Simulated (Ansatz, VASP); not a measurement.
## Sb2Se3 (Antimonselite): VASP beside Ansatz

Wanted: the spread between two codes on one cell, functional and k mesh. The cell is taken from a series of runs on this material, whose earlier steps may have relaxed, scaled, displaced or heated it; both programs get it as it stands.

Main program and level: Ansatz 0.2.0; plane waves, with VASP 6.6.1 beside it; relaxation of cell and atoms at PBE with D3(BJ).

**1. The starting structure**

Symmetry: Pnma, No. 62, orthorhombic system. Conventional cell: a = 11.694 Å, b = 3.989 Å, c = 11.340 Å, α = 90.00°, β = 90.00°, γ = 90.00°. Nearest to Sb lie 6 Se at 2.72 to 3.12 Å. Nearest to Sb lie 5 Se at 2.64 to 3.01 Å. Nearest to Se lie 5 Sb at 2.64 to 3.12 Å. Nearest to Se lie 3 Sb at 2.72 to 3.08 Å. Se has 3 Sb at 2.73 to 2.79 Å nearest. Farther neighbours and most contacts between anions are not listed.

**2. VASP: relaxation of cell and atoms, PBE with D3(BJ)**

The relaxed volume is the usual yardstick between codes: in a stiff, nearly cubic crystal its relative difference is about their pressure difference at one cell divided by the bulk modulus.

Lines of VASP's logs that name or quote its potential files are left out, and so is its time.

INCAR reads:

```
SYSTEM = Sb2Se3
PREC = Accurate
ENCUT = 500
EDIFF = 1E-07
NELM = 120
ISMEAR = 0
SIGMA = 0.01
LREAL = .FALSE.
ALGO = Normal
GGA = PE
IVDW = 12
NBANDS = 76
LORBIT = 11
LWAVE = .FALSE.
LCHARG = .FALSE.
ISIF = 3
IBRION = 2
NSW = 80
EDIFFG = -0.005
LASPH = .TRUE.
GGA_COMPAT = .FALSE.
NELMIN = 4
EFERMI = MIDGAP
KPAR = 4
```

POSCAR reads:

```
Sb2Se3
1.0
   11.6944315157      0.0000000000      0.0000000000
    0.0000000000      3.9893245002      0.0000000000
    0.0000000000      0.0000000000     11.3399225985
Sb Se
8 12
Direct
    0.0199170675      0.2500000000      0.3294574978
    0.9800829325      0.7500000000      0.6705425022
    0.4800829325      0.7500000000      0.8294574978
    0.5199170675      0.2500000000      0.1705425022
    0.1510963498      0.7500000000      0.0400091373
    0.8489036502      0.2500000000      0.9599908627
    0.3489036502      0.2500000000      0.5400091373
    0.6510963498      0.7500000000      0.4599908627
    0.0554682795      0.2500000000      0.8670660641
    0.9445317205      0.7500000000      0.1329339359
    0.4445317205      0.7500000000      0.3670660641
    0.5554682795      0.2500000000      0.6329339359
    0.1289623204      0.7500000000      0.4468310025
    0.8710376796      0.2500000000      0.5531689975
    0.3710376796      0.2500000000      0.9468310025
    0.6289623204      0.7500000000      0.0531689975
    0.2160136639      0.2500000000      0.1987128676
    0.7839863361      0.7500000000      0.8012871324
    0.2839863361      0.7500000000      0.6987128676
    0.7160136639      0.2500000000      0.3012871324
```

KPOINTS reads:

```
Automatic mesh
0
Gamma
2 6 2
0 0 0
```

PAW data sets: Sb and Se (PBE family, release 64).

Started as:

```sh
mpirun -np 4 vasp_std
```

Numbers of over 12 decimals in the logs are rounded to 6 here.

The program printed:

```text
[banner, memory and clock lines left out]
running    4 mpi-ranks, on    1 nodes
 distrk:  each k-point on    1 cores,    4 groups
 distr:  one band on    1 cores,    1 groups

 POSCAR found type information on POSCAR SbSe
 POSCAR found :  2 types and      20 ions
|                                                                             |
|               ----> ADVICE to this user running VASP <----                  |
|                                                                             |
|     You have a (more or less) 'large supercell' and for larger cells it     |
|     might be more efficient to use real-space projection operators.         |
|     Therefore, try LREAL= Auto in the INCAR file.                           |
|     Mind: For very accurate calculation, you might also keep the            |
|     reciprocal projection scheme (i.e. LREAL=.FALSE.).                      |
|                                                                             |

 LDA part: xc-table for (Slater+PW92), standard interpolation
 POSCAR, INCAR and KPOINTS ok, starting setup
 FFT: planning ... GRIDC
 FFT: planning ... GRID_SOFT
 FFT: planning ... GRID
 WAVECAR not read
 entering main loop
       N       E                     dE             d eps       ncg     rms          rms(c)
DAV:   1     0.659251095074E+03    0.65925E+03   -0.40757E+04  2432   0.119E+03
DAV:   2    -0.550669938483E+01   -0.66476E+03   -0.63162E+03  2912   0.202E+02
DAV:   3    -0.802210939741E+02   -0.74714E+02   -0.72748E+02  2984   0.734E+01
DAV:   4    -0.821732839779E+02   -0.19522E+01   -0.19280E+01  2960   0.121E+01
DAV:   5    -0.822251546990E+02   -0.51871E-01   -0.51749E-01  3160   0.189E+00    0.122E+01
DAV:   6    -0.799862377118E+02    0.22389E+01   -0.39781E+00  2712   0.530E+00    0.811E+00
DAV:   7    -0.799990741096E+02   -0.12836E-01   -0.13205E+00  2872   0.272E+00    0.272E+00
DAV:   8    -0.799920515897E+02    0.70225E-02   -0.69307E-02  2888   0.818E-01    0.115E+00
DAV:   9    -0.799953379271E+02   -0.32863E-02   -0.14166E-02  2888   0.417E-01    0.211E-01
DAV:  10    -0.799956738306E+02   -0.33590E-03   -0.16416E-03  2880   0.129E-01    0.973E-02
DAV:  11    -0.799959488357E+02   -0.27501E-03   -0.30299E-04  2992   0.547E-02    0.470E-02
DAV:  12    -0.799960478322E+02   -0.98997E-04   -0.95138E-05  2772   0.295E-02    0.159E-02
DAV:  13    -0.799960756718E+02   -0.27840E-04   -0.35182E-05  2736   0.173E-02    0.100E-02
DAV:  14    -0.799960788584E+02   -0.31866E-05   -0.26753E-06  3064   0.454E-03    0.318E-03
DAV:  15    -0.799960795948E+02   -0.73646E-06   -0.12226E-06  2676   0.300E-03    0.130E-03
DAV:  16    -0.799960797029E+02   -0.10808E-06   -0.54455E-08  1904   0.687E-04    0.591E-04
DAV:  17    -0.799960798301E+02   -0.12718E-06   -0.11259E-07  1904   0.914E-04    0.446E-04
DAV:  18    -0.799960798131E+02    0.17037E-07   -0.67667E-09  1464   0.217E-04
   1 F= -.88113500E+02 E0= -.88113500E+02  d E =-.881135E+02
[... from here on, the cycles between the ionic steps are left out ...]
   2 F= -.88113870E+02 E0= -.88113870E+02  d E =-.370326E-03
   3 F= -.88113918E+02 E0= -.88113918E+02  d E =-.418710E-03
   4 F= -.88114158E+02 E0= -.88114158E+02  d E =-.239605E-03
   5 F= -.88114184E+02 E0= -.88114184E+02  d E =-.265683E-03
   6 F= -.88114184E+02 E0= -.88114184E+02  d E =-.265634E-03
   7 F= -.88114228E+02 E0= -.88114228E+02  d E =-.438867E-04
   8 F= -.88114261E+02 E0= -.88114261E+02  d E =-.774291E-04
 curvature:  -1.50 expect dE=-0.641E-04 dE for cont linesearch -0.623E-08
 trial: gam= 0.63722 g(F)=  0.347E-04 g(S)=  0.795E-05 ort =-0.593E-06 (trialstep = 0.115E+01)
 search vector abs. value=  0.764E-04
 bond charge predicted
       N       E                     dE             d eps       ncg     rms          rms(c)
DAV:   1    -0.799786337322E+02    0.12720E-02   -0.19962E-03  2432   0.122E-01    0.221E-02
DAV:   2    -0.799786380656E+02   -0.43334E-05   -0.13169E-04  2948   0.307E-02    0.978E-03
DAV:   3    -0.799786364829E+02    0.15827E-05   -0.60422E-06  2908   0.687E-03    0.520E-03
DAV:   4    -0.799786357555E+02    0.72737E-06   -0.13337E-06  2824   0.307E-03    0.206E-03
DAV:   5    -0.799786356499E+02    0.10570E-06   -0.24278E-07  1768   0.153E-03    0.107E-03
DAV:   6    -0.799786356306E+02    0.19259E-07   -0.67407E-08  1332   0.762E-04
   9 F= -.88114296E+02 E0= -.88114296E+02  d E =-.347950E-04
 trial-energy change:   -0.000035  1 .order   -0.000037   -0.000049   -0.000025
 step:   2.3586(harm=  2.3586)  dis= 0.00149  next Energy=   -88.114311 (dE=-0.498E-04)
 reached required accuracy - stopping structural energy minimisation
```

From OUTCAR (step 2):

```text
ion  position               nearest neighbor table
   1  0.020  0.250  0.329-  13 2.72  13 2.72  17 2.73  14 3.08  10 3.12  10 3.12
   2  0.980  0.750  0.671-  14 2.72  14 2.72  18 2.73  13 3.08   9 3.12   9 3.12
   3  0.480  0.750  0.829-  15 2.72  15 2.72  19 2.73  16 3.08  12 3.12  12 3.12
   4  0.520  0.250  0.171-  16 2.72  16 2.72  20 2.73  15 3.08  11 3.12  11 3.12
   5  0.151  0.750  0.040-  10 2.64  17 2.79  17 2.79   9 3.01   9 3.01
   6  0.849  0.250  0.960-   9 2.64  18 2.79  18 2.79  10 3.01  10 3.01
   7  0.349  0.250  0.540-  12 2.64  19 2.79  19 2.79  11 3.01  11 3.01
   8  0.651  0.750  0.460-  11 2.64  20 2.79  20 2.79  12 3.01  12 3.01
   9  0.055  0.250  0.867-   6 2.64   5 3.01   5 3.01   2 3.12   2 3.12
  10  0.945  0.750  0.133-   5 2.64   6 3.01   6 3.01   1 3.12   1 3.12
  11  0.445  0.750  0.367-   8 2.64   7 3.01   7 3.01   4 3.12   4 3.12
  12  0.555  0.250  0.633-   7 2.64   8 3.01   8 3.01   3 3.12   3 3.12
  13  0.129  0.750  0.447-   1 2.72   1 2.72   2 3.08
  14  0.871  0.250  0.553-   2 2.72   2 2.72   1 3.08
  15  0.371  0.250  0.947-   3 2.72   3 2.72   4 3.08
  16  0.629  0.750  0.053-   4 2.72   4 2.72   3 3.08
  17  0.216  0.250  0.199-   1 2.73   5 2.79   5 2.79
  18  0.784  0.750  0.801-   2 2.73   6 2.79   6 2.79
  19  0.284  0.750  0.699-   3 2.73   7 2.79   7 2.79
  20  0.716  0.250  0.301-   4 2.73   8 2.79   8 2.79

  LATTYP: Found a simple orthorhombic cell.
 ALAT       =     3.9893245002
 B/A-ratio  =     2.8425671058
 C/A-ratio  =     2.9314315030

 Subroutine GETGRP returns: Found  8 space group operations
 (whereof  2 operations were pure point group operations)

The static configuration has the point symmetry S_2 .
 The point group associated with its full space group is D_2h.

 Found     16 irreducible k-points:

   k-points           NKPTS =     16   k-points in BZ     NKDIM =     16   number of bands    NBANDS=     76

   dimension x,y,z NGX =    90 NGY =   30 NGZ =   84
   dimension x,y,z NGXF=   180 NGYF=   60 NGZF=  168

   ENCUT  =  500.0 eV  36.75 Ry    6.06 a.u.  21.32  7.27 20.68*2*pi/ulx,y,z

   NELECT =     112.0000    total number of electrons

 k-points in reciprocal lattice and weights: Automatic mesh
   0.00000000  0.00000000  0.00000000       0.042
   0.50000000  0.00000000  0.00000000       0.042
   0.00000000  0.16666667  0.00000000       0.083
   0.50000000  0.16666667  0.00000000       0.083
   0.00000000  0.33333333  0.00000000       0.083
   0.50000000  0.33333333  0.00000000       0.083
   0.00000000  0.50000000  0.00000000       0.042
   0.50000000  0.50000000  0.00000000       0.042
   0.00000000  0.00000000  0.50000000       0.042
[...]
0.00000000  0.50000000  0.50000000       0.042
   0.50000000  0.50000000  0.50000000       0.042

 Edisp (eV)   -8.13436

 average (electrostatic) potential at core
       1 -88.1602       2 -88.1602       3 -88.1602       4 -88.1602       5 -88.1444
       6 -88.1444       7 -88.1444       8 -88.1444       9 -53.0247      10 -53.0247
      11 -53.0247      12 -53.0247      13 -52.9768      14 -52.9768      15 -52.9768
      16 -52.9768      17 -53.0668      18 -53.0668      19 -53.0668      20 -53.0668

 E-fermi :   5.4557

 k-point     1 :       0.0000    0.0000    0.0000
  band No.  band energies     occupation
    ...
     52       4.3220      2.00000
     53       4.5230      2.00000
     54       4.8206      2.00000
     55       4.8733      2.00000
     56       4.9017      2.00000
     57       5.9328      0.00000
     58       6.1864      0.00000
     59       6.2315      0.00000
     60       6.4804      0.00000
     61       6.7210      0.00000
    ...

 k-point     2 :       0.5000    0.0000    0.0000
  band No.  band energies     occupation
    ...
     52       4.3551      2.00000
     53       4.7189      2.00000
     54       4.7189      2.00000
     55       4.9787      2.00000
     56       4.9787      2.00000
     57       6.0595      0.00000
     58       6.0595      0.00000
     59       6.2363      0.00000
     60       6.2363      0.00000
     61       6.7826      0.00000
    ...

 k-point     3 :       0.0000    0.1667    0.0000
  band No.  band energies     occupation
    ...
     52       4.2962      2.00000
     53       4.4752      2.00000
     54       4.6271      2.00000
     55       4.7603      2.00000
     56       4.7919      2.00000
     57       5.9454      0.00000
     58       6.0859      0.00000
     59       6.5727      0.00000
     60       6.7280      0.00000
     61       7.0128      0.00000
    ...

 Edisp (eV)   -8.13566

  Total       0.01708    -0.01849    -0.01650     0.00000     0.00000     0.00000
  in kB       0.05184    -0.05613    -0.05009     0.00000     0.00000     0.00000
  external pressure =       -0.02 kB  Pullay stress =        0.00 kB

  energy-cutoff  :      500.00
  volume of cell :      527.91
      direct lattice vectors                 reciprocal lattice vectors
    11.686736909  0.000000000  0.000000000     0.085567084  0.000000000  0.000000000
     0.000000000  3.987427780 -0.000000000     0.000000000  0.250788241 -0.000000000
     0.000000000  0.000000000 11.328542525     0.000000000  0.000000000  0.088272609

 POSITION                                       TOTAL-FORCE (eV/Angst)
 -----------------------------------------------------------------------------------
      0.22830      0.99686      3.73069        -0.003398      0.000000      0.001221
     11.45844      2.99057      7.59786         0.003398      0.000000     -0.001221
      5.61507      2.99057      9.39496         0.003398      0.000000      0.001221
      6.07167      0.99686      1.93359        -0.003398      0.000000     -0.001221
      1.76930      2.99057      0.44965         0.003510     -0.000000      0.002447
      9.91743      0.99686     10.87889        -0.003510      0.000000     -0.002447
      4.07407      0.99686      6.11392        -0.003510      0.000000      0.002447
      7.61267      2.99057      5.21462         0.003510      0.000000     -0.002447
      0.64932      0.99686      9.81992        -0.001711     -0.000000      0.001457
     11.03742      2.99057      1.50862         0.001711      0.000000     -0.001457
      5.19405      2.99057      4.15565         0.001711     -0.000000      0.001457
      6.49269      0.99686      7.17289        -0.001711      0.000000     -0.001457
      1.50923      2.99057      5.06422        -0.001860     -0.000000     -0.003687
     10.17750      0.99686      6.26433         0.001860      0.000000      0.003687
      4.33414      0.99686     10.72849         0.001860     -0.000000     -0.003687
      7.35260      2.99057      0.60005        -0.001860      0.000000      0.003687
      2.52623      0.99686      2.25257         0.002746      0.000000     -0.001453
      9.16050      2.99057      9.07598        -0.002746     -0.000000      0.001453
      3.31714      2.99057      7.91684        -0.002746      0.000000     -0.001453
      8.36960      0.99686      3.41170         0.002746      0.000000      0.001453
 -----------------------------------------------------------------------------------
    total drift:                                0.000000     -0.000000      0.000000

  FREE ENERGIE OF THE ION-ELECTRON SYSTEM (eV)
  ---------------------------------------------------
  free  energy   TOTEN  =       -88.1142962910 eV

  energy  without entropy=      -88.1142962910  energy(sigma->0) =      -88.11429629

 reached required accuracy - stopping structural energy minimisation

 total charge
# of ion       s       p       d       tot
------------------------------------------
    1        1.300   0.922   0.061   2.284
    2        1.300   0.922   0.061   2.284
    3        1.300   0.922   0.061   2.284
    4        1.300   0.922   0.061   2.284
    5        1.294   0.933   0.060   2.287
    6        1.294   0.933   0.060   2.287
    7        1.294   0.933   0.060   2.287
    8        1.294   0.933   0.060   2.287
    9        1.484   2.288   0.030   3.802
   10        1.484   2.288   0.030   3.802
   11        1.484   2.288   0.030   3.802
   12        1.484   2.288   0.030   3.802
   13        1.485   2.290   0.028   3.803
   14        1.485   2.290   0.028   3.803
   15        1.485   2.290   0.028   3.803
   16        1.485   2.290   0.028   3.803
   17        1.488   2.279   0.030   3.797
   18        1.488   2.279   0.030   3.797
   19        1.488   2.279   0.030   3.797
   20        1.488   2.279   0.030   3.797
--------------------------------------------------
tot         28.208  34.845   0.839  63.892

[... 3 further parts left out ...]
```

**3. Ansatz: relaxation of cell and atoms, PBE with D3(BJ)**

Ansatz runs on its default PAW (the set named soft_2) files.

The same cell, functional and mesh now go to Ansatz, which takes its cutoff from its data sets.

input.yaml reads:

```yaml
crystal:
  lattice:
    - [11.6944315157, 0.0, 0.0]
    - [0.0, 3.9893245002, 0.0]
    - [0.0, 0.0, 11.3399225985]
  atoms:
    - { symbol: Sb, position: [0.0199170675, 0.25, 0.3294574978] }
    - { symbol: Sb, position: [0.9800829325, 0.75, 0.6705425022] }
    - { symbol: Sb, position: [0.4800829325, 0.75, 0.8294574978] }
    - { symbol: Sb, position: [0.5199170675, 0.25, 0.1705425022] }
    - { symbol: Sb, position: [0.1510963498, 0.75, 0.0400091373] }
    - { symbol: Sb, position: [0.8489036502, 0.25, 0.9599908627] }
    - { symbol: Sb, position: [0.3489036502, 0.25, 0.5400091373] }
    - { symbol: Sb, position: [0.6510963498, 0.75, 0.4599908627] }
    - { symbol: Se, position: [0.0554682795, 0.25, 0.8670660641] }
    - { symbol: Se, position: [0.9445317205, 0.75, 0.1329339359] }
    - { symbol: Se, position: [0.4445317205, 0.75, 0.3670660641] }
    - { symbol: Se, position: [0.5554682795, 0.25, 0.6329339359] }
    - { symbol: Se, position: [0.1289623204, 0.75, 0.4468310025] }
    - { symbol: Se, position: [0.8710376796, 0.25, 0.5531689975] }
    - { symbol: Se, position: [0.3710376796, 0.25, 0.9468310025] }
    - { symbol: Se, position: [0.6289623204, 0.75, 0.0531689975] }
    - { symbol: Se, position: [0.2160136639, 0.25, 0.1987128676] }
    - { symbol: Se, position: [0.7839863361, 0.75, 0.8012871324] }
    - { symbol: Se, position: [0.2839863361, 0.75, 0.6987128676] }
    - { symbol: Se, position: [0.7160136639, 0.25, 0.3012871324] }
kpoints:
  mp_grid: { grid: [2, 6, 2] }
hamiltonian:
  xc: pbe
  dispersion: d3bj
scf:
  occupations: { method: fixed }
output:
  forces: true
  stress: true
  eigenvalues: true
relax:
  adjacent_minimum: "off"
  f_tol: 0.001
  max_steps: 60
  cell: { stress_tol: 0.01 }
```

Started as:

```sh
ansatz run input.yaml --threads 16 --pin off --max-ram 61440MiB --backend cuda --events-out ev --progress --plain --runs-dir out --max-vram 78GiB
```

The program printed:

```text
Engine: ansatz 0.2.0, aarch64-unknown-linux-gnu
Pseudopotentials: kind: paw
Pseudopotential: Sb, paw, valence charge 15, recommended cutoff 420 eV (normal), Sb.paw.azcp
Pseudopotential: Se, paw, valence charge 16, recommended cutoff 420 eV (normal), Se.paw.azcp
Functional definition: PBE
  parameter kappa = 0.804
  parameter beta = 0.066725
  exchange = pbe_x(kappa = kappa, mu = beta*pi^2/3)
  correlation = pbe_c(beta = beta)
device memory: the entry about to start is reckoned to put 24.2 GiB on a device that reports 145.6 GiB free (of which the cap on the GPU budget leaves the run 78.0 GiB)
GPU FFT provider: cuFFT
GPU libraries: cuBLAS 13.8.1, cuFFT 12.4.0, cuSOLVER 12.3.2
[...]
Basis set: ecut = 420 eV, 10327 PW (Γ), exchange–correlation on 160×54×160 points (8 copies of the dense FFT grid, shifted against one another)
[...]
k-points: 16 of 24
[...]
- { symbol: Se, position: [0.871030, 0.25, 0.553156] }
    - { symbol: Se, position: [0.371030, 0.25, 0.946844] }
    - { symbol: Se, position: [0.628970, 0.75, 0.053156] }
    - { symbol: Se, position: [0.216011, 0.25, 0.198755] }
    - { symbol: Se, position: [0.783989, 0.75, 0.801245] }
    - { symbol: Se, position: [0.283989, 0.75, 0.698755] }
    - { symbol: Se, position: [0.716011, 0.25, 0.301245] }
```

**4. Differences**

Known differences besides the potentials themselves: fixed occupations in Ansatz, narrow Gaussian smearing in VASP; the data sets hold 312 valence electrons in Ansatz (on its default PAW (the set named soft_2) files) and 112 in VASP; the cutoff is 420 eV in Ansatz and 500 eV in VASP. Total energies have different zeros and are not compared.

Compared:

```
                                         quantity  Ansatz    VASP  difference
                                      volume (Å³)  529.06  527.91     +0.22 %
edge a after relaxation, in the typed setting (Å)  11.695  11.687     +0.07 %
edge b after relaxation, in the typed setting (Å)   3.989   3.987     +0.05 %
edge c after relaxation, in the typed setting (Å)  11.339  11.329     +0.10 %
```

**5. What came out**

```json
{
  "difference in volume (relaxation of cell and atoms, PBE with D3(BJ))": "0.22 %"
}
```

**Reading.** The difference in volume is 0.22 % (relaxation of cell and atoms, PBE with D3(BJ)), within the 1.2 % picked in this series as the mark of a large difference, as far as the stopping tolerances let one tell. The data sets hold unlike numbers of valence electrons (312 in Ansatz and 112 in VASP), so part of the differences comes from the potentials. How closely two codes agree says nothing of how well the functional describes the real material.

[Lines on the potential files, build, host, timing and source positions are cut from VASP's logs without a mark.]

[Logs are printed without paths, hosts, clocks, repeated set-up lines and the standing remarks that a program may print on its own settings, such as how far it seeks lower states.]

[Hosts, paths, dates, database ids (printed as entryN), source tags and the programs' standing remarks are cut or masked in the printed files.]
